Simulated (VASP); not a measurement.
```
AlNi
1.0
    2.94780     0.00000     0.00000
    0.00000     2.94780     0.00000
    0.00000     0.00000     2.94780
Al Ni
1 1
Cartesian
  1.47390   1.47390   1.47390
  0.00000   0.00000   0.00000
```

Computed with AM05 GGA, VASP's PBE PAW potentials (set 64) (plane waves; VASP). Numerical set-up: 400 eV cut-off, 11×11×11 Γ-centred mesh, first-order Methfessel-Paxton smearing of 0.10 eV, potentials Al Ni.

Question: Give the stress tensor in GPa (positive for a compressed cell).

Answer: 
```
-12.62    0.00    0.00
  0.00  -12.62    0.00
  0.00    0.00  -12.62
```
The pressure is its mean diagonal, -12.62 GPa.

The compound is NiAl in the CsCl type structure. The cell was not relaxed at this level. The run is one of a series of settings (GGA = AM against the base run), some of them coarse on purpose. The run is not spin-polarised, so no magnetic state was tried. The electron count is odd and the run is not spin-polarised, which forces a metal.
